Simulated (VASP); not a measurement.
A VASP calculation is set up with these files.

KPOINTS:
```
Automatic mesh
0
Gamma
8 8 8
0 0 0
```

**INCAR**
```
ENCUT = 520
ISIF = 2   # forces and stress, cell fixed
EDIFF = 1E-6
PREC = Accurate
LWAVE = .False.
SIGMA = 0.1
LCHARG = .False.
ISMEAR = 1
ALGO = Normal
GGA = PE   # PBE
LASPH = .True.   # aspherical one-centre terms
LMAXMIX = 6   # l cut-off of mixed one-centre charges
SYSTEM = PtAl2
NELM = 100
LREAL = .False.
```

POSCAR:
```
PtAl2
1.0
  0.0000000000   2.9550000000   2.9550000000
  2.9550000000   0.0000000000   2.9550000000
  2.9550000000   2.9550000000   0.0000000000
Al Pt
2 1
Cartesian
  1.4775000000   1.4775000000   1.4775000000
  4.4325000000   4.4325000000   4.4325000000
  0.0000000000   0.0000000000   0.0000000000
```

POTCAR, in this order: Al Pt_pv (PBE.64 set). Program: vasp_std.

Question: Write an equivalent input for Quantum ESPRESSO's pw.x.

Answer: One equivalent input (not run):
```
&CONTROL
  calculation = 'scf'
  pseudo_dir = './pseudo'
  outdir = './out'
  tprnfor = .true.
  tstress = .true.
/
&SYSTEM
  ibrav = 0
  nat = 3
  ntyp = 2
  ecutwfc = 84
  occupations = 'smearing'
  smearing = 'methfessel-paxton'
  degauss = 0.00735
  input_dft = 'pbe'
/
&ELECTRONS
  conv_thr = 7.3e-08
  electron_maxstep = 100
/
ATOMIC_SPECIES
  Al 26.982 Al.upf
  Pt 195.084 Pt.upf
CELL_PARAMETERS angstrom
     0.0000000    2.9550000    2.9550000
     2.9550000    0.0000000    2.9550000
     2.9550000    2.9550000    0.0000000
ATOMIC_POSITIONS crystal
  Al   0.2500000  0.2500000  0.2500000
  Al   0.7500000  0.7500000  0.7500000
  Pt   0.0000000  0.0000000  0.0000000
K_POINTS automatic
  8 8 8 0 0 0
```
The two are equivalent in intent, not identical: the potentials are each code's own (VASP's PAW set, PseudoDojo norm-conserving files in pw.x), so ENCUT and ecutwfc are chosen apart and not converted; conv_thr bounds pw.x's estimated SCF error, while EDIFF bounds the energy change between steps.

The compound is PtAl2 in the fluorite structure. The cell was not relaxed at this level. The run is one of a series of settings (ENCUT = 520, POTCAR Al Pt_pv (PBE.64 set) against the base run), some of them coarse on purpose.
